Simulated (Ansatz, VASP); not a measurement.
# Cross-check of CoGe between VASP and Ansatz, part 2 of 2

One calculation is typed for both programs; each brings its own data sets and cutoff. How far apart do they land?

VASP 6.6.1 and Ansatz 0.2.0.

So far. Step 2 (Ansatz: single point, LDA): The run ends at a pressure of -6.82 GPa, with forces up to 0.070 eV/Å.

### 3. VASP: single point, LDA

Level of this step: LDA, spin-polarised from an antiferromagnetic start; plane waves and PAW (Ge, Co) (VASP).

The same cell, functional (in two slightly different forms), mesh and smearing now go to VASP, with its own data sets and cutoff.

Lines of VASP's logs that name or quote its potential files are left out, and so is its time.

Input file INCAR:

```
SYSTEM = CoGe
PREC = Normal
ENCUT = 350
EDIFF = 1E-06
NELM = 150
ISMEAR = 0
SIGMA = 0.05
LREAL = .FALSE.
ALGO = Normal
GGA = CA
NBANDS = 40
ISPIN = 2
MAGMOM = 0 0 0 0 2 -2 2 -2
LASPH = .TRUE.
LMAXMIX = 4
LORBIT = 11
LWAVE = .FALSE.
LCHARG = .FALSE.
KPAR = 2
AMIX = 0.2
BMIX = 1E-04
AMIX_MAG = 0.8
BMIX_MAG = 1E-04
NEDOS = 1200
```

Input file POSCAR:

```
CoGe
1.0
    4.5794746600      0.0000000000      0.0000000000
    0.0000000000      4.5794746600      0.0000000000
    0.0000000000      0.0000000000      4.5794746600
Ge Co
4 4
Direct
    0.1601917900      0.3398082100      0.6601917900
    0.3398082100      0.6601917900      0.1601917900
    0.6601917900      0.1601917900      0.3398082100
    0.8398082100      0.8398082100      0.8398082100
    0.8631693800      0.6368306200      0.3631693800
    0.6368306200      0.3631693800      0.8631693800
    0.3631693800      0.8631693800      0.6368306200
    0.1368306200      0.1368306200      0.1368306200
```

Input file KPOINTS:

```
Automatic mesh
0
Gamma
4 4 4
0 0 0
```

PAW data sets: Ge and Co (LDA family, release 64).

Run with:

```bash
mpirun -np 2 vasp_std
```

Numbers of over 12 decimals in the logs are rounded to 6 here.

What it wrote:

```text
[banner, memory and clock lines left out]
running    2 mpi-ranks, on    1 nodes
 distrk:  each k-point on    1 cores,    2 groups
 distr:  one band on    1 cores,    1 groups

 POSCAR found type information on POSCAR GeCo
 POSCAR found :  2 types and       8 ions
 LDA part: xc-table for (Slater(with rela. corr.)+CA(PZ))
 , standard interpolation
 POSCAR, INCAR and KPOINTS ok, starting setup
 FFT: planning ... GRIDC
 FFT: planning ... GRID_SOFT
 FFT: planning ... GRID
 WAVECAR not read
 entering main loop
       N       E                     dE             d eps       ncg     rms          rms(c)
DAV:   1     0.295450989176E+03    0.29545E+03   -0.16374E+04  4320   0.108E+03
DAV:   2    -0.366692341046E+02   -0.33212E+03   -0.31258E+03  4352   0.283E+02
DAV:   3    -0.589046481873E+02   -0.22235E+02   -0.21180E+02  5112   0.892E+01
DAV:   4    -0.593920400491E+02   -0.48739E+00   -0.48573E+00  4864   0.130E+01
DAV:   5    -0.594040124144E+02   -0.11972E-01   -0.11971E-01  6040   0.169E+00    0.235E+01
DAV:   6    -0.567403007120E+02    0.26637E+01   -0.17805E+01  5120   0.550E+01    0.126E+01
DAV:   7    -0.561422460338E+02    0.59805E+00   -0.23526E+00  5400   0.229E+01    0.832E+00
DAV:   8    -0.560585728632E+02    0.83673E-01   -0.10884E+00  6768   0.129E+01    0.336E+00
DAV:   9    -0.560095910063E+02    0.48982E-01   -0.30502E-01  6368   0.557E+00    0.128E+00
DAV:  10    -0.560059592996E+02    0.36317E-02   -0.22530E-02  6224   0.217E+00    0.709E-01
DAV:  11    -0.560062208700E+02   -0.26157E-03   -0.30972E-03  5024   0.522E-01    0.497E-01
DAV:  12    -0.560059583868E+02    0.26248E-03   -0.20738E-03  6512   0.484E-01    0.833E-02
DAV:  13    -0.560059871010E+02   -0.28714E-04   -0.35665E-04  6264   0.166E-01    0.468E-02
DAV:  14    -0.560059793070E+02    0.77940E-05   -0.25754E-05  5536   0.455E-02    0.297E-02
DAV:  15    -0.560059802066E+02   -0.89954E-06   -0.15267E-05  5080   0.484E-02    0.156E-02
DAV:  16    -0.560059803370E+02   -0.13038E-06   -0.18091E-06  2656   0.860E-03
   1 F= -.56005980E+02 E0= -.56004555E+02  d E =-.285078E-02  mag=    -0.0000
```

OUTCAR, selected parts (step 3):

```text
ion  position               nearest neighbor table
   1  0.160  0.340  0.660-   5 2.36   6 2.37   7 2.37   8 2.37   6 2.57   8 2.57   7 2.57   2 2.84
                             2 2.84   3 2.84   4 2.84   3 2.84   4 2.84
   2  0.340  0.660  0.160-   6 2.36   5 2.37   7 2.37   8 2.37   5 2.57   7 2.57   8 2.57   1 2.84
                             1 2.84   3 2.84   3 2.84   4 2.84   4 2.84
   3  0.660  0.160  0.340-   7 2.36   6 2.37   5 2.37   8 2.37   8 2.57   5 2.57   6 2.57   1 2.84
                             4 2.84   2 2.84   2 2.84   1 2.84   4 2.84
   4  0.840  0.840  0.840-   8 2.36   6 2.37   7 2.37   5 2.37   7 2.57   6 2.57   5 2.57   2 2.84
                             3 2.84   1 2.84   3 2.84   1 2.84   2 2.84
   5  0.863  0.637  0.363-   1 2.36   2 2.37   3 2.37   4 2.37   2 2.57   4 2.57   3 2.57   8 2.81
                             6 2.81   6 2.81   8 2.81   7 2.81   7 2.81
   6  0.637  0.363  0.863-   2 2.36   1 2.37   3 2.37   4 2.37   1 2.57   3 2.57   4 2.57   8 2.81
                             5 2.81   5 2.81   7 2.81   7 2.81   8 2.81
   7  0.363  0.863  0.637-   3 2.36   2 2.37   1 2.37   4 2.37   4 2.57   1 2.57   2 2.57   8 2.81
                             8 2.81   5 2.81   6 2.81   6 2.81   5 2.81
   8  0.137  0.137  0.137-   4 2.36   2 2.37   3 2.37   1 2.37   3 2.57   2 2.57   1 2.57   5 2.81
                             6 2.81   7 2.81   7 2.81   5 2.81   6 2.81

  LATTYP: Found a simple cubic cell.
 ALAT       =     4.5794746600

 Subroutine GETGRP returns: Found 12 space group operations
 (whereof  3 operations were pure point group operations)

The static configuration has the point symmetry C_3 .
 The point group associated with its full space group is T   .

 Found     27 irreducible k-points:

   k-points           NKPTS =     27   k-points in BZ     NKDIM =     27   number of bands    NBANDS=     40

   dimension x,y,z NGX =    24 NGY =   24 NGZ =   24
   dimension x,y,z NGXF=    48 NGYF=   48 NGZF=   48

   ENCUT  =  350.0 eV  25.72 Ry    5.07 a.u.   6.99  6.99  6.99*2*pi/ulx,y,z

   NELECT =      52.0000    total number of electrons

 k-points in reciprocal lattice and weights: Automatic mesh
   0.00000000  0.00000000  0.00000000       0.016
   0.25000000  0.00000000  0.00000000       0.031
   0.00000000  0.25000000  0.00000000       0.031
   0.00000000  0.00000000  0.25000000       0.031
   0.50000000  0.00000000  0.00000000       0.016
   0.00000000  0.50000000  0.00000000       0.016
   0.00000000  0.00000000  0.50000000       0.016
   0.25000000  0.25000000  0.00000000       0.062
   0.00000000  0.25000000  0.25000000       0.062
[...]
0.50000000  0.25000000  0.50000000       0.031
   0.50000000  0.50000000  0.50000000       0.016

 average (electrostatic) potential at core
       1 -29.7386       2 -29.7386       3 -29.7386       4 -29.7386       5 -78.4921
       6 -78.4921       7 -78.4921       8 -78.4921

 E-fermi :   9.4841

 spin component 1
 k-point     1 :       0.0000    0.0000    0.0000
  band No.  band energies     occupation
    ...
     23       8.7898      1.00000
     24       8.7899      1.00000
     25       9.4158      0.97324
     26       9.4159      0.97307
     27       9.4159      0.97299
     28      11.3620      0.00000
     29      11.3620      0.00000
     30      11.3621      0.00000
     31      12.3407      0.00000
     32      12.3407      0.00000
    ...

 k-point     2 :       0.2500    0.0000    0.0000
  band No.  band energies     occupation
    ...
     22       8.6986      1.00000
     23       8.8097      1.00000
     24       8.9277      1.00000
     25       9.1940      1.00000
     26       9.2830      1.00000
     27      10.2364      0.00000
     28      10.5901      0.00000
     29      10.8511      0.00000
     30      11.1386      0.00000
     31      11.4354      0.00000
    ...

 k-point     3 :       0.0000    0.2500    0.0000
  band No.  band energies     occupation
    ...
     22       8.6986      1.00000
     23       8.8097      1.00000
     24       8.9277      1.00000
     25       9.1940      1.00000
     26       9.2830      1.00000
     27      10.2364      0.00000
     28      10.5901      0.00000
     29      10.8511      0.00000
     30      11.1386      0.00000
     31      11.4354      0.00000
    ...

 k-point     4 :       0.0000    0.0000    0.2500
  band No.  band energies     occupation
    ...
     22       8.6986      1.00000
     23       8.8097      1.00000
     24       8.9277      1.00000
     25       9.1940      1.00000
     26       9.2829      1.00000
     27      10.2365      0.00000
     28      10.5901      0.00000
     29      10.8511      0.00000
     30      11.1386      0.00000
     31      11.4354      0.00000
    ...

 k-point     5 :       0.5000    0.0000    0.0000
  band No.  band energies     occupation
    ...
     22       8.5683      1.00000
     23       8.8967      1.00000
     24       8.8967      1.00000
     25       9.0672      1.00000
     26       9.0672      1.00000
     27      10.4453      0.00000
     28      10.4453      0.00000
     29      10.5030      0.00000
     30      10.5030      0.00000
     31      13.2704      0.00000
    ...

 k-point     6 :       0.0000    0.5000    0.0000
  band No.  band energies     occupation
    ...
     22       8.5684      1.00000
     23       8.8967      1.00000
     24       8.8967      1.00000
     25       9.0671      1.00000
     26       9.0672      1.00000
     27      10.4452      0.00000
     28      10.4452      0.00000
     29      10.5030      0.00000
     30      10.5030      0.00000
     31      13.2704      0.00000
    ...

  Total       -3.5093611     -3.5092868     -3.5093831      0.0000000      0.0000000      0.0000000
  in kB      -58.5452499    -58.5440090    -58.5456161      0.0000000      0.0000000      0.0000000
  external PRESSURE =     -58.5449583 kB  Pullay stress =       0.0000000 kB

  energy-cutoff  :      350.00
  volume of cell :       96.04
      direct lattice vectors                 reciprocal lattice vectors
     4.579474660  0.000000000  0.000000000     0.218365659  0.000000000  0.000000000
     0.000000000  4.579474660  0.000000000     0.000000000  0.218365659  0.000000000
     0.000000000  0.000000000  4.579474660     0.000000000  0.000000000  0.218365659

 POSITION                                       TOTAL-FORCE (eV/Angst)
 -----------------------------------------------------------------------------------
      0.73359      1.55614      3.02333         0.043667     -0.043671      0.043698
      1.55614      3.02333      0.73359        -0.043667      0.043671      0.043698
      3.02333      0.73359      1.55614         0.043667      0.043671     -0.043698
      3.84588      3.84588      3.84588        -0.043667     -0.043671     -0.043698
      3.95286      2.91635      1.66312         0.029252     -0.029268      0.029269
      2.91635      1.66312      3.95286        -0.029252      0.029268      0.029269
      1.66312      3.95286      2.91635         0.029252      0.029268     -0.029269
      0.62661      0.62661      0.62661        -0.029252     -0.029268     -0.029269
 -----------------------------------------------------------------------------------
    total drift:                                0.000001      0.000001      0.000000

  FREE ENERGIE OF THE ION-ELECTRON SYSTEM (eV)
  ---------------------------------------------------
  free  energy   TOTEN  =       -56.0059803370 eV

  energy  without entropy=      -56.0031295549  energy(sigma->0) =      -56.00455495

 total charge
# of ion       s       p       d       tot
------------------------------------------
    1        1.118   1.260   0.157   2.535
    2        1.118   1.260   0.157   2.535
    3        1.118   1.260   0.157   2.535
    4        1.118   1.260   0.157   2.535
    5        0.393   0.514   7.555   8.462
    6        0.393   0.514   7.555   8.462
    7        0.393   0.514   7.555   8.462
    8        0.393   0.514   7.555   8.462
--------------------------------------------------
tot          6.045   7.095  30.848  43.987

 magnetization (x)
# of ion       s       p       d       tot
------------------------------------------
    1       -0.000   0.000   0.000   0.000
    2        0.000  -0.000  -0.000  -0.000
    3       -0.000   0.000   0.000   0.000
    4        0.000  -0.000  -0.000  -0.000
    5        0.000   0.000   0.000   0.000
    6       -0.000  -0.000  -0.000  -0.000
    7        0.000   0.000   0.000   0.000
    8       -0.000  -0.000  -0.000  -0.000
--------------------------------------------------
tot          0.000   0.000   0.000   0.000

[... 1 further part left out ...]
```

The moments of VASP's start collapse, so its state is non-magnetic. The k-mesh is coarse for a metal. The data set Ge keeps the semicore shell frozen, which is cheaper and a little less accurate.

### 4. Comparison

Known differences besides the potentials themselves: the two LDA forms differ slightly; the data sets hold 124 valence electrons in Ansatz (default PAW (the set named soft_2) files) and 52 in VASP; the cutoff is 420 eV in Ansatz and 350 eV in VASP (PREC = Normal); VASP's log shows a relativistic correction to its local exchange, Ansatz's none. Total energies have different zeros and are not compared.

Compared:

| quantity | Ansatz | VASP | difference |
| --- | --- | --- | --- |
| pressure (GPa) | -6.82 | -5.85 | -0.97 |
| pressure without Ansatz's Pulay correction (GPa) | -6.96 | -5.85 | -1.11 |

Forces (eV/Å; atoms numbered as in POSCAR):

| atom | Ansatz x, y, z | VASP x, y, z |
| --- | --- | --- |
| Ge1 | 0.039, -0.039, 0.039 | 0.044, -0.044, 0.044 |
| Ge2 | -0.039, 0.039, 0.039 | -0.044, 0.044, 0.044 |
| Ge3 | 0.039, 0.039, -0.039 | 0.044, 0.044, -0.044 |
| Ge4 | -0.039, -0.039, -0.039 | -0.044, -0.044, -0.044 |
| Co5 | 0.040, -0.040, 0.040 | 0.029, -0.029, 0.029 |
| Co6 | -0.040, 0.040, 0.040 | -0.029, 0.029, 0.029 |
| Co7 | 0.040, 0.040, -0.040 | 0.029, 0.029, -0.029 |
| Co8 | -0.040, -0.040, -0.040 | -0.029, -0.029, -0.029 |

The forces differ by 8.4 meV/Å r.m.s., which is 22.7 % of the r.m.s. force of 0.04 eV/Å (both taken over all components). Ansatz's pressure holds a Pulay correction of 0.14 GPa; VASP's holds none.

### 5. Ansatz: single point, LDA, DFT+U

With cell and atoms fixed, the geometry can't cause a difference; cores, projectors, grids and the points listed under the comparison can.

Input file input.yaml:

```yaml
crystal:
  lattice:
    - [4.57947466, 0.0, 0.0]
    - [0.0, 4.57947466, 0.0]
    - [0.0, 0.0, 4.57947466]
  atoms:
    - { symbol: Ge, position: [0.16019179, 0.33980821, 0.66019179] }
    - { symbol: Ge, position: [0.33980821, 0.66019179, 0.16019179] }
    - { symbol: Ge, position: [0.66019179, 0.16019179, 0.33980821] }
    - { symbol: Ge, position: [0.83980821, 0.83980821, 0.83980821] }
    - { symbol: Co, position: [0.86316938, 0.63683062, 0.36316938], spin: 2.0 }
    - { symbol: Co, position: [0.63683062, 0.36316938, 0.86316938], spin: 2.0 }
    - { symbol: Co, position: [0.36316938, 0.86316938, 0.63683062], spin: 2.0 }
    - { symbol: Co, position: [0.13683062, 0.13683062, 0.13683062], spin: 2.0 }
hamiltonian:
  xc: lda
  pseudopotentials: { kind: paw }
  hubbard: { sites: [{ species: Co, l: d, u_eff: 1.0 }] }
magnetization:
  spin_polarized: true
kpoints:
  mp_grid: { grid: [4, 4, 4] }
scf:
  occupations: { method: gaussian, width: 0.05 }
  n_extra_bands: 12
output:
  forces: true
  stress: true
  eigenvalues: true
  write_density: true
  write_potential: true
  elf: true
  volumetric_format: npy
```

Run with:

```bash
ansatz run input.yaml --threads 4 --pin off --max-ram 9216MiB --backend cpu --events-out ev --progress --plain --runs-dir out
```

What it wrote:

```text
[...]
k-point 1 ↑: bands = [... 58 lower, 16.6445, 16.7852, 17.0474, 17.1413, 18.1363, 18.4699, 18.7469, 19.0480, ... 8 higher]
  k-point 2 ↑: bands = [... 58 lower, 16.7500, 16.7500, 16.9197, 16.9197, 18.3468, 18.3468, 18.3863, 18.3863, ... 8 higher]
  k-point 10 ↓: bands = [... 58 lower, 16.3107, 16.3107, 17.1168, 17.1168, 17.1168, 17.1168, 21.9553, 21.9553, ... 8 higher]
Occupation matrices written to <dir>
[key lines of the parts left out:]
SCF converged after 22 iterations
Magnetization: 0.0000 μB (62.0000 up, 62.0000 down)
Free energy (F): -37113.449643 eV
Fermi energy:    17.360577 eV
P = ⅓ Tr σ = -7.5783 GPa (-75.783 kbar)
```

Run time: 29 s. Hardware: 4 threads of Arm Neoverse V1, shared host; peak memory 0.78 GiB; 1.8 min of CPU time.

The run ends at a pressure of -7.58 GPa, with forces up to 0.099 eV/Å.

### 6. VASP: single point, LDA, DFT+U

The same cell, functional (in two slightly different forms), mesh and smearing now go to VASP, with its own data sets and cutoff.

Changes to INCAR since step 3:

```diff
@@ -12,3 +12,9 @@
 ISPIN = 2
-MAGMOM = 0 0 0 0 2 -2 2 -2
+MAGMOM = 0 0 0 0 2 2 2 2
+LDAU = .TRUE.
+LDAUTYPE = 2
+LDAUL = -1 2
+LDAUU = 0 1
+LDAUJ = 0 0
+LDAUPRINT = 1
 LASPH = .TRUE.
```

POSCAR is that of step 3.

KPOINTS is that of step 3.

Run with:

```bash
mpirun -np 2 vasp_std
```

What it wrote:

```text
[... set-up lines as in an earlier step ...]
 entering main loop
       N       E                     dE             d eps       ncg     rms          rms(c)
DAV:   1     0.297241443458E+03    0.29724E+03   -0.16700E+04  1760   0.109E+03
DAV:   2    -0.324521639027E+02   -0.32969E+03   -0.31029E+03  1776   0.281E+02
DAV:   3    -0.544607577243E+02   -0.22009E+02   -0.20740E+02  2088   0.887E+01
DAV:   4    -0.549462078481E+02   -0.48545E+00   -0.48282E+00  2016   0.128E+01
[...]
DAV:  14    -0.523751748784E+02   -0.20251E-04   -0.12713E-04  2024   0.111E-01    0.334E-02
DAV:  15    -0.523751799462E+02   -0.50679E-05   -0.12972E-05  2272   0.340E-02    0.125E-02
DAV:  16    -0.523751806817E+02   -0.73544E-06   -0.16058E-06  1032   0.137E-02
   1 F= -.52375181E+02 E0= -.52373834E+02  d E =-.269360E-02  mag=     0.0005
```

From OUTCAR (step 6):

```text
  Total       -4.5012719     -4.5012719     -4.5012719     -0.0000000      0.0000000      0.0000000
  in kB      -75.0928957    -75.0928957    -75.0928957     -0.0000000      0.0000000      0.0000000
  external PRESSURE =     -75.0928957 kB  Pullay stress =       0.0000000 kB

 POSITION                                       TOTAL-FORCE (eV/Angst)
 -----------------------------------------------------------------------------------
      0.73359      1.55614      3.02333         0.057613     -0.057613      0.057613
      1.55614      3.02333      0.73359        -0.057613      0.057613      0.057613
      3.02333      0.73359      1.55614         0.057613      0.057613     -0.057613
      3.84588      3.84588      3.84588        -0.057613     -0.057613     -0.057613
      3.95286      2.91635      1.66312         0.051459     -0.051459      0.051459
      2.91635      1.66312      3.95286        -0.051459      0.051459      0.051459
      1.66312      3.95286      2.91635         0.051459      0.051459     -0.051459
      0.62661      0.62661      0.62661        -0.051459     -0.051459     -0.051459
 -----------------------------------------------------------------------------------
    total drift:                                0.000001      0.000001      0.000000

  FREE ENERGIE OF THE ION-ELECTRON SYSTEM (eV)
  ---------------------------------------------------
  free  energy   TOTEN  =       -52.3751806817 eV

  energy  without entropy=      -52.3724870865  energy(sigma->0) =      -52.37383388

 magnetization (x)
# of ion       s       p       d       tot
------------------------------------------
    1        0.000   0.000   0.000   0.000
    2        0.000   0.000   0.000   0.000
    3        0.000   0.000   0.000   0.000
    4        0.000   0.000   0.000   0.000
    5        0.000   0.000  -0.000  -0.000
    6        0.000   0.000  -0.000  -0.000
    7        0.000   0.000  -0.000  -0.000
    8        0.000   0.000  -0.000  -0.000
--------------------------------------------------
tot          0.000   0.000  -0.000  -0.000

[... 1 part as in an earlier step ...]

[... 2 further parts left out ...]
[key lines of the parts left out:]
E-fermi :   9.4000
```

A U on the itinerant d states of such a compound is hard to justify; it moves the bands at the Fermi level.

### 7. Differences

What differs besides the data sets and the points named for the pairs above, as far as they apply: U acts on the PAW sphere in VASP and on atomic orbitals in Ansatz, so only states and trends compare. Total energies have different zeros and are not compared.

Compared:

| quantity | Ansatz | VASP | difference |
| --- | --- | --- | --- |
| pressure (GPa) | -7.58 | -7.51 | -0.07 |
| pressure without Ansatz's Pulay correction (GPa) | -7.71 | -7.51 | -0.20 |

Forces (eV/Å; atoms numbered as in POSCAR):

| atom | Ansatz x, y, z | VASP x, y, z |
| --- | --- | --- |
| Ge1 | 0.046, -0.046, 0.046 | 0.058, -0.058, 0.058 |
| Ge2 | -0.046, 0.046, 0.046 | -0.058, 0.058, 0.058 |
| Ge3 | 0.046, 0.046, -0.046 | 0.058, 0.058, -0.058 |
| Ge4 | -0.046, -0.046, -0.046 | -0.058, -0.058, -0.058 |
| Co5 | 0.057, -0.057, 0.057 | 0.051, -0.051, 0.051 |
| Co6 | -0.057, 0.057, 0.057 | -0.051, 0.051, 0.051 |
| Co7 | 0.057, 0.057, -0.057 | 0.051, 0.051, -0.051 |
| Co8 | -0.057, -0.057, -0.057 | -0.051, -0.051, -0.051 |

The forces differ by 9.0 meV/Å r.m.s., which is 16.6 % of the r.m.s. force of 0.05 eV/Å (both taken over all components). Ansatz's pressure holds a Pulay correction of 0.13 GPa; VASP's holds none.

### 8. Results

```yaml
r_m_s_force_difference_single_point_lda: 8.4 meV/Å
difference_in_pressure_single_point_lda: -0.97 GPa
r_m_s_force_difference_single_point_lda_dft_u: 9.0 meV/Å
```

**Reading.** The difference in pressure is -0.97 GPa (single point, LDA), at about the 1 GPa picked in this series as the mark of a large difference. How closely two codes agree says nothing of how well the functional describes the real material.

[Lines on the potential files, build, host, timing and source positions are cut from VASP's logs without a mark.]

[Logs are printed without paths, hosts, clocks, repeated set-up lines and the standing remarks that a program may print on its own settings, such as how far it seeks lower states.]

[Hosts, paths, dates, database ids (printed as entryN), source tags and the programs' standing remarks are cut or masked in the printed files.]
